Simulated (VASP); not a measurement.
Data:

```
SrCl2
1.0
    0.00000     3.62804     3.62804
    3.62804     0.00000     3.62804
    3.62804     3.62804     0.00000
Sr Cl
1 2
Direct
  0.00000   0.00000   0.00000
  0.25000   0.25000   0.25000
  0.75000   0.75000   0.75000
```

Method: RPBE GGA, VASP's PBE PAW potentials (set 64) (plane waves; VASP). Settings: 520 eV cut-off, 6×6×6 Γ-centred mesh, Gaussian smearing of 0.050 eV, potentials Sr_sv Cl.

Question: The job: SrCl$_{2}$ (fluorite), 3 atoms, RPBE, static run, 520 eV, 6×6×6 Γ-centred mesh. Roughly how much core time does it take on a busy server core?

Answer: About 50 core-seconds (one run on a shared machine, a rough figure). It had 16 irreducible k-points, 16 bands, up to 2637 plane waves and 14 electronic steps.

The compound is SrCl2 in the fluorite structure. This cell is one point of a volume scan, at 1.03 of the reference volume.
